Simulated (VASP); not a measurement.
Data:

```
MgB2
1.0
    1.49764    -2.59399     0.00000
    1.49764     2.59399     0.00000
    0.00000     0.00000     3.38917
Mg B
1 2
Direct
  0.00000   0.00000   0.00000
  0.33333   0.66667   0.50000
  0.66667   0.33333   0.50000
```

Method: PBE GGA with D3 dispersion (zero damping), VASP's PBE PAW potentials (set 64) (plane waves; VASP). Run with 520 eV cut-off, 11×11×9 Γ-centred mesh, first-order Methfessel-Paxton smearing of 0.10 eV, potentials Mg B.

Problem. What does the run give for the energy per atom (σ→0), pressure, band gap (on the k-mesh) with the smallest direct gap where there is one?

Solution. 
The band gap (on the k-mesh) comes out as none (metal, semimetal or under 0.01 eV) and the energy per atom (σ→0) comes out as -5286 meV/atom. The pressure is 10.66 GPa.

Only differences to runs with the same potentials and settings are physical.

The compound is MgB2 in the AlB2 type structure. This cell is one point of a volume scan, at 0.94 of the reference volume.
